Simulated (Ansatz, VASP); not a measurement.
# Cross-check of SnMoPt (SnMoPt in the AlB2 type) between VASP and Ansatz, part 2 of 2

Aim: how closely do two programs agree when they are given the same cell, functional and k mesh? The cell is generated by rule, not measured, and may not be a known phase. Of the first pair: The two relaxations start from unlike cells of this crystal (the structure described is Ansatz's start), so only their ends are compared.

VASP 6.6.1 and Ansatz 0.2.0.

So far: Starting point; Ansatz: relaxation of cell and atoms, PBEsol, pair 1; VASP: relaxation of cell and atoms, PBEsol, pair 1; Side by side.

### Step 5. VASP: relaxation of cell and atoms, PBEsol, pair 2

Level of this step: PBEsol; plane waves and PAW (Mo_sv, Sn_d, Pt); invented cell (VASP).

The relaxed volume is the usual yardstick between codes: in a stiff, nearly cubic crystal its relative difference is about their pressure difference at one cell divided by the bulk modulus. Its start cell is another than that of the pair before, and may be another structure of the material.

INCAR reads:

```
SYSTEM = SnMoPt
PREC = Accurate
ENCUT = 500
EDIFF = 1E-07
NELM = 120
ISMEAR = 0
SIGMA = 0.1
LREAL = .FALSE.
ALGO = Normal
GGA = PS
NBANDS = 25
LASPH = .TRUE.
LORBIT = 11
LWAVE = .FALSE.
LCHARG = .FALSE.
ISIF = 3
IBRION = 2
NSW = 80
EDIFFG = -0.005
GGA_COMPAT = .FALSE.
NELMIN = 4
KPAR = 2
```

POSCAR reads:

```
SnMoPt
1.0
    4.5070030000      0.0000000000      0.0000000000
   -2.2535010000      3.9031790000      0.0000000000
    0.0000000000      0.0000000000      2.9053740000
Mo Sn Pt
1 1 1
Direct
    0.0000000000      0.0000000000      0.0000000000
    0.3333333333      0.6666666667      0.5000000000
    0.6666666667      0.3333333333      0.5000000000
```

KPOINTS reads:

```
Automatic mesh
0
Gamma
9 9 10
0 0 0
```

Potentials, in the order of the species: Mo_sv, Sn_d and Pt (PBE family, release 64).

Run with:

```bash
$ mpirun -np 2 vasp_std
```

Numbers of over 12 decimals in the logs are rounded to 6 here.

Output:

```text
[banner, memory and clock lines left out]
running    2 mpi-ranks, on    1 nodes
[...]
[... a notice as in an earlier step ...]

 LDA part: xc-table for (Slater+PW92), standard interpolation
 POSCAR, INCAR and KPOINTS ok, starting setup
[...]
entering main loop
       N       E                     dE             d eps       ncg     rms          rms(c)
DAV:   1     0.368644380311E+03    0.36864E+03   -0.19056E+04  3738   0.211E+03
DAV:   2     0.506595754352E+01   -0.36358E+03   -0.35436E+03  3801   0.538E+02
DAV:   3    -0.233133596564E+02   -0.28379E+02   -0.27633E+02  4304   0.131E+02
DAV:   4    -0.240337707191E+02   -0.72041E+00   -0.71536E+00  4135   0.214E+01
[...]
DAV:  12    -0.227051903765E+02    0.93493E-05   -0.39840E-05  4588   0.536E-02    0.956E-03
DAV:  13    -0.227051894285E+02    0.94805E-06   -0.29346E-06  4585   0.156E-02    0.353E-03
DAV:  14    -0.227051895168E+02   -0.88379E-07   -0.29565E-07  2950   0.353E-03
   1 F= -.22705190E+02 E0= -.22693225E+02  d E =-.227052E+02
[... from here on, the cycles between the ionic steps are left out ...]
   2 F= -.22706197E+02 E0= -.22693629E+02  d E =-.100796E-02
   3 F= -.22706222E+02 E0= -.22693731E+02  d E =-.103250E-02
   4 F= -.22706048E+02 E0= -.22693418E+02  d E =0.174244E-03
   5 F= -.22706330E+02 E0= -.22693784E+02  d E =-.107853E-03
[...]
reached required accuracy - stopping structural energy minimisation
```

From OUTCAR (step 5):

```text
  Total        0.0024204      0.0024204      0.0034719      0.0000000      0.0000000     -0.0000000
  in kB        0.0759230      0.0759230      0.1089065      0.0000000      0.0000000     -0.0000000
  external PRESSURE =       0.0869175 kB  Pullay stress =       0.0000000 kB

 POSITION                                       TOTAL-FORCE (eV/Angst)
 -----------------------------------------------------------------------------------
      0.00000      0.00000     -0.00000         0.000000     -0.000000     -0.000000
      0.00000      2.60795      1.44526         0.000000     -0.000000      0.000000
      2.25856      1.30398      1.44526        -0.000000      0.000000     -0.000000
 -----------------------------------------------------------------------------------
    total drift:                               -0.000002      0.000000     -0.000000

  FREE ENERGIE OF THE ION-ELECTRON SYSTEM (eV)
  ---------------------------------------------------
  free  energy   TOTEN  =       -22.7063298697 eV

  energy  without entropy=      -22.6812381512  energy(sigma->0) =      -22.69378401

[... 1 part as in an earlier step ...]

[... 3 further parts left out ...]
[key lines of the parts left out:]
E-fermi :  11.9194
```

### Step 6. Ansatz: relaxation of cell and atoms, PBEsol, pair 2

The same cell, functional, mesh and smearing now go to Ansatz, which takes its cutoff from its data sets.

The cell is taken from a series of runs on this material, whose earlier steps may have relaxed, scaled, displaced or heated it; both programs get it as it stands.

input.yaml reads:

```yaml
crystal:
  lattice:
    - [4.5070027777, 0.0, 0.0]
    - [-2.2535013889, 3.9031789004, 0.0]
    - [0.0, 0.0, 2.9053742215]
  atoms:
    - { symbol: Mo, position: [0.0, 0.0, 0.0] }
    - { symbol: Sn, position: [0.3333333333, 0.6666666667, 0.5] }
    - { symbol: Pt, position: [0.6666666667, 0.3333333333, 0.5] }
kpoints:
  mp_grid: { grid: [9, 9, 10] }
hamiltonian:
  xc: pbesol
  pseudopotentials: { kind: paw, azcp: { folder: soft_1 }, xc_functional: pbe }
scf:
  occupations: { method: gaussian, width: 0.1 }
output:
  forces: true
  stress: true
  eigenvalues: true
relax:
  adjacent_minimum: "off"
  f_tol: 0.005
  max_steps: 80
  cell: { stress_tol: 0.05 }
```

Run with:

```bash
$ ansatz run input.yaml --threads 4 --pin off --max-ram 12288MiB --backend cpu --events-out ev --progress --plain --runs-dir out
```

Output:

```text
[...]
Crystal: 3 atoms, lattice volume = 51.110 Å³
Basis set: ecut = 420 eV, 987 PW (Γ), exchange–correlation on 64×64×40 points (8 copies of the dense FFT grid, shifted against one another)
Bands: 28, of which v1, the nominal top of the filled ones, is band 23 counted from 1 (22 counted from 0)
Symmetry: 12 space group operations
[...]
k-points: 72 of 810 (time reversal used)
[...]
--- Relaxed structure (5 steps of the walk, 5 accepted, 1 SCFs on fresh bases) ---
[...]
cell:  # Å, volume = 51.0491 Å³
    - [4.514867, 2.8917918842984876e-11, 2.4430555063449415e-19]
    - [-2.257434, 3.909990, -1.2215277531860187e-19]
    - [1.574880433835519e-19, 0, 2.891794]
  atoms:
    - { symbol: Mo, position: [0, 0, 0] }
    - { symbol: Sn, position: [0.333333, 0.666667, 0.500000] }
    - { symbol: Pt, position: [0.666667, 0.333333, 0.500000] }
[key lines of the parts left out:]
SCF converged after 9 iterations
Free energy (F): -23232.446929 eV
Fermi energy:    19.605268 eV
P = ⅓ Tr σ = -0.0004 GPa (-0.004 kbar)
```

### Step 7. Side by side

What differs besides the data sets and the points named for the pairs above, as far as they apply: the data sets hold 46 valence electrons in Ansatz (on its PAW soft_1 files) and 38 in VASP. Total energies have different zeros and are not compared.

The two programs side by side:

| quantity | Ansatz | VASP | difference |
| --- | --- | --- | --- |
| volume (Å³) | 51.05 | 51.08 | -0.06 % |
| edge a after relaxation, in the typed setting (Å) | 4.515 | 4.517 | -0.05 % |
| edge c after relaxation, in the typed setting (Å) | 2.892 | 2.890 | +0.04 % |

### Step 8. VASP: zone-centre phonons, PBEsol

Second derivatives magnify differences that forces hide, and they need a tight electronic threshold.

INCAR reads:

```
SYSTEM = SnMoPt
PREC = Accurate
ENCUT = 500
EDIFF = 1E-08
NELM = 120
ISMEAR = 1
SIGMA = 0.2
LREAL = .FALSE.
ALGO = Normal
GGA = PS
NBANDS = 25
LASPH = .TRUE.
LORBIT = 11
LWAVE = .FALSE.
LCHARG = .FALSE.
ISIF = 2
IBRION = 8
GGA_COMPAT = .FALSE.
KPAR = 2
```

POSCAR reads:

```
SnMoPt
1.0
    4.5153980866      0.0000000000      0.0000000000
   -2.2576990433      3.9104494512      0.0000000000
    0.0000000000      0.0000000000      2.8903834709
Mo Sn Pt
1 1 1
Direct
    0.0000000000      0.0000000000      0.0000000000
    0.3333333333      0.6666666667      0.5000000000
    0.6666666667      0.3333333333      0.5000000000
```

KPOINTS reads:

```
Automatic mesh
0
Gamma
4 4 6
0 0 0
```

Run with:

```bash
$ mpirun -np 2 vasp_std
```

Output:

```text
[... set-up lines as in an earlier step ...]
 entering main loop
       N       E                     dE             d eps       ncg     rms          rms(c)
DAV:   1     0.363151645912E+03    0.36315E+03   -0.18982E+04   825   0.213E+03
DAV:   2     0.661036220775E+01   -0.35654E+03   -0.34748E+03   832   0.534E+02
DAV:   3    -0.232900392393E+02   -0.29900E+02   -0.29068E+02   962   0.133E+02
DAV:   4    -0.240390358952E+02   -0.74900E+00   -0.74356E+00   893   0.217E+01
[...]
DAV:  15    -0.227054036869E+02   -0.18860E-07   -0.73413E-09   540   0.905E-04    0.167E-04
DAV:  16    -0.227054037017E+02   -0.14767E-07   -0.16292E-09   429   0.380E-04    0.542E-05
DAV:  17    -0.227054037004E+02    0.12524E-08   -0.28063E-10   445   0.187E-04
   1 F= -.22705404E+02 E0= -.22700447E+02  d E =-.148689E-01
 Linear response reoptimize wavefunctions to high precision
DAV:   1    -0.227054036989E+02    0.14934E-08   -0.90185E-11   431   0.125E-04
DAV:   2    -0.227054036989E+02   -0.10914E-10   -0.42633E-11   442   0.531E-05
 Linear response DOF=           6
 Linear response progress:
[...]
RMM:  11    -0.262894368664E+00    0.26267E-06   -0.31623E-07  4299   0.205E-04    0.187E-05
RMM:  12    -0.262894226930E+00    0.14173E-06    0.25961E-09  4192   0.168E-04    0.455E-06
RMM:  13    -0.262894227478E+00   -0.54821E-09   -0.65908E-08  4199   0.159E-04    0.262E-06
 first order change of Fermi-energy   0.21455E-03
 force on displaced ion       3 direction 1 : -12.214   0.003   0.000
 Linear response progress:
  Degree of freedom:   6/  6
       N       E                     dE             d eps       ncg     rms          rms(c)
RMM:   1    -0.242708818060E+00   -0.24271E+00   -0.25428E-01  1588   0.219E+00
RMM:   2    -0.239857764215E+00    0.28511E-02   -0.17722E-02  1596   0.526E-01    0.125E-01
RMM:   3    -0.239326191090E+00    0.53157E-03   -0.54549E-04  1633   0.120E-01    0.679E-02
RMM:   4    -0.239160671385E+00    0.16552E-03   -0.65886E-04  1736   0.987E-02    0.186E-02
[...]
RMM:  14    -0.239096018863E+00   -0.14784E-07    0.51358E-07  1435   0.103E-04    0.402E-07
RMM:  15    -0.239096019927E+00   -0.10634E-08    0.84683E-07   952   0.102E-04    0.141E-07
RMM:  16    -0.239096020895E+00   -0.96837E-09    0.61824E-07   852   0.102E-04    0.740E-08
 first order change of Fermi-energy   0.67585E-03
 force on displaced ion       3 direction 3 :  -0.000   0.000  -1.568
 Linear response finished
```

Parts of OUTCAR (step 8):

```text
  Total       -0.0039692     -0.0039692      0.0703962      0.0000000     -0.0000000      0.0000000
  in kB       -0.1246065     -0.1246065      2.2099458      0.0000000     -0.0000000      0.0000000
  external PRESSURE =       0.6535776 kB  Pullay stress =       0.0000000 kB

 POSITION                                       TOTAL-FORCE (eV/Angst)
 -----------------------------------------------------------------------------------
      0.00000      0.00000      0.00000         0.000000      0.000000      0.000000
     -0.00000      2.60697      1.44519         0.000000      0.000000      0.000000
      2.25770      1.30348      1.44519        -0.000000      0.000000      0.000000
 -----------------------------------------------------------------------------------
    total drift:                               -0.000001      0.000000     -0.000000

[... 2 further parts left out ...]
```

### Step 9. Ansatz: zone-centre phonons, PBEsol

The same cell, functional, mesh and smearing now go to Ansatz, which takes its cutoff from its data sets.

The cell is taken from a series of runs on this material, whose earlier steps may have relaxed, scaled, displaced or heated it; both programs get it as it stands.

input.yaml reads:

```yaml
crystal:
  lattice:
    - [4.5153980866, 0.0, 0.0]
    - [-2.2576990433, 3.9104494512, 0.0]
    - [0.0, 0.0, 2.8903834709]
  atoms:
    - { symbol: Mo, position: [0.0, 0.0, 0.0] }
    - { symbol: Sn, position: [0.3333333333, 0.6666666667, 0.5] }
    - { symbol: Pt, position: [0.6666666667, 0.3333333333, 0.5] }
kpoints:
  mp_grid: { grid: [4, 4, 6] }
hamiltonian:
  xc: pbesol
  pseudopotentials: { kind: paw, azcp: { folder: soft_1 }, xc_functional: pbe }
scf:
  occupations: { method: methfessel_paxton, width: 0.2 }
output:
  eigenvalues: true
phonons:
  method: dfpt
  qmesh: [2, 2, 2]
  temperatures: { t_max: 1000, t_step: 50 }
  qpath:
    path:
      - [[0.0, 0.0, 0.0], [0.5, 0.0, 0.0], [0.33333333, 0.33333333, 0.0], [0.0, 0.0, 0.0], [0.0, 0.0, 0.5], [0.5, 0.0, 0.5], [0.33333333, 0.33333333, 0.5], [0.0, 0.0, 0.5]]
      - [[0.5, 0.0, 0.5], [0.5, 0.0, 0.0]]
      - [[0.33333333, 0.33333333, 0.5], [0.33333333, 0.33333333, 0.0]]
    npoints: 10
```

Run with:

```bash
$ ansatz run input.yaml --threads 4 --pin off --max-ram 12288MiB --backend cpu --events-out ev --progress --plain --runs-dir out
```

Output:

```text
[...]
largest difference from the sums on the solved wave vectors: F 2.91e-2 eV, S 4.32e-5 and C_V 1.41e-5 eV/K
  zero-point energy: 0.061381 eV/cell   skipped modes (ω ≤ 0): 203, of them read as no rigid motion or as one in doubt: 200 (5.865e-1 modes/cell left out, lowest -67.86 cm⁻¹)   left out of the sums: 6.52e-2 of the cell's modes: C_V's classical limit lies that fraction below 3 k_B per atom; for a crystal, a wire or a layer, F and S can be off by more, and a phonons.interpolated_qmesh denser along its periods is the remedy for the sampling
[key lines of the parts left out:]
SCF converged after 11 iterations
Free energy (F): -23232.445867 eV
Fermi energy:    19.618861 eV
```

### Step 10. Comparison

What differs besides the data sets and the points named for the pairs above, as far as they apply: VASP's run holds the zone centre alone; the data sets hold 46 valence electrons in Ansatz (on its PAW soft_1 files) and 38 in VASP. Total energies have different zeros and are not compared.

The two programs side by side:

| quantity | Ansatz | VASP | difference |
| --- | --- | --- | --- |
| optical mode 1 (cm⁻¹) | 37.6 | 37.3 | +0.3 |
| optical mode 2 (cm⁻¹) | 121.0 | 121.2 | -0.11 % |
| optical mode 3 to 4 (cm⁻¹) | 135.8 | 135.9 | -0.07 % |
| optical mode 5 to 6 (cm⁻¹) | 216.1 | 217.1 | -0.46 % |

Modes are paired by rising frequency, not by their patterns, so a pair may set unlike modes beside each other; they are those without the splitting of longitudinal modes.

### Step 11. What came out

```json
{
 "difference in edge c after relaxation, in the typed setting (relaxation of cell and atoms, PBEsol, pair 1)": "0.086 %",
 "difference in volume (relaxation of cell and atoms, PBEsol, pair 2)": "-0.055 %",
 "r.m.s. difference of the optical zone-centre modes, each program's sorted by frequency (zone-centre phonons, PBEsol)": "0.60 cm⁻¹"
}
```

**Reading.** The difference in edge c after relaxation, in the typed setting is 0.086 % (relaxation of cell and atoms, PBEsol, pair 1), within the 1.2 % picked in this series as the mark of a large difference, as far as the stopping tolerances let one tell. The data sets hold unlike numbers of valence electrons (46 in Ansatz and 38 in VASP), so part of the differences comes from the potentials. 1 further run of this series is not shown here. Such differences can come from data sets, numerical settings and the points named under the comparisons, not from the functional's error against experiment.

[Lines on the potential files, build, host, timing and source positions are cut from VASP's logs without a mark.]

[Logs are printed without paths, hosts, clocks, repeated set-up lines and the standing remarks that a program may print on its own settings, such as how far it seeks lower states.]

[Hosts, paths, dates, database ids (printed as entryN), source tags and the programs' standing remarks are cut or masked in the printed files.]
